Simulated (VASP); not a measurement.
Input for VASP

File POSCAR:
```
NiO
8.5709620
  0.4999999838   0.2495923653   0.2495923653
  0.2495923653   0.4999999838   0.2495923653
  0.2495923653   0.2495923653   0.4999999838
Ni O
2 2
Cart
  0.0000000000   0.0000000000   0.0000000000
  0.4995923572   0.4995923572   0.4995923572
  0.2497961786   0.2497961786   0.2497961786
  0.7493885358   0.7493885358   0.7493885358
```

### INCAR
```
# general
SYSTEM  =NiO
PREC    =Accurate
ENCUT   =520
LREAL   =.FALSE.
LASPH   =.TRUE.

# electronic loop
EDIFF   =1E-7
NELM    =100
ALGO    =Normal
LMAXMIX =4

# smearing
ISMEAR  =-5

# functional
GGA     =ML
LUSE_VDW=.TRUE.
AGGAC   =0.0
ZAB_VDW =-1.8867

# spin
ISPIN   =2
MAGMOM  =1.4 -1.4 2*0.0

# ions
ISIF    =2

# output
LWAVE   =.FALSE.
LCHARG  =.TRUE.
LORBIT  =11
NEDOS   =601

# other
LEFG    =.TRUE.
```

KPOINTS:
```
Automatic mesh
0
Gamma
10 10 10
0 0 0
```

POTCAR, in this order: Ni O (PBE.64 set). Program: vasp_std.

**Question.** Translate this vdW-DF2 calculation to Quantum ESPRESSO's pw.x.

**Answer.** One equivalent input (not run):
```
&CONTROL
  calculation = 'scf'
  pseudo_dir = './pseudo'
  outdir = './out'
  tprnfor = .true.
  tstress = .true.
/
&SYSTEM
  ibrav = 0
  nat = 4
  ntyp = 3
  ecutwfc = 98
  occupations = 'tetrahedra'
  input_dft = 'vdw-df2'
  nspin = 2
  starting_magnetization(1) = 0.14
  starting_magnetization(2) = -0.14
/
&ELECTRONS
  conv_thr = 7.3e-09
  electron_maxstep = 100
/
ATOMIC_SPECIES
  Ni1 58.693 Ni.upf
  Ni2 58.693 Ni.upf
  O 15.999 O.upf
CELL_PARAMETERS angstrom
     4.2854809    2.1392467    2.1392467
     2.1392467    4.2854809    2.1392467
     2.1392467    2.1392467    4.2854809
ATOMIC_POSITIONS crystal
  Ni1  0.0000000  0.0000000  0.0000000
  Ni2  0.5000000  0.5000000  0.5000000
  O    0.2500000  0.2500000  0.2500000
  O    0.7500000  0.7500000  0.7500000
K_POINTS automatic
  10 10 10 0 0 0
```
What does not carry over: the potentials are each code's own (VASP's PAW set, PseudoDojo norm-conserving files in pw.x), so ENCUT and ecutwfc are chosen apart and not converted; conv_thr bounds pw.x's estimated SCF error, while EDIFF bounds the energy change between steps; starting_magnetization is a fraction of the valence charge and MAGMOM a moment in μB, so they match only roughly; the field gradients of LEFG aren't asked of the other code.

The compound is NiO in the rock salt, AFM-II order structure. It was relaxed first, which changed the volume by +8 %.
